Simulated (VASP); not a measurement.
Consider the following.

```xyz
3
Lattice="0.0000 3.1457 3.1457 3.1457 0.0000 3.1457 3.1457 3.1457 0.0000" Properties=species:S:1:pos:R:3 pbc="T T T"
Mg     1.5728     1.5728     1.5728
Mg     4.7185     4.7185     4.7185
Si     0.0000     0.0000     0.0000
```

These are PBE GGA with D4 dispersion, VASP's PBE PAW potentials (set 64) (plane waves; VASP 6.6.1) values and carry that method's errors. Settings: 520 eV cut-off, 6×6×6 Γ-centred mesh, Gaussian smearing of 0.050 eV, potentials Mg Si.

Predict the energy per atom (σ→0), band gap (on the k-mesh) with the smallest direct gap where there is one.

The band gap (on the k-mesh) comes out as 0.17 eV and the smallest direct gap (on the k-mesh) is 2.04 eV. The energy per atom (σ→0) is -3.180 eV/atom.

Only differences to runs with the same potentials and settings are physical.

The compound is Mg2Si in the antifluorite structure. It was relaxed first.
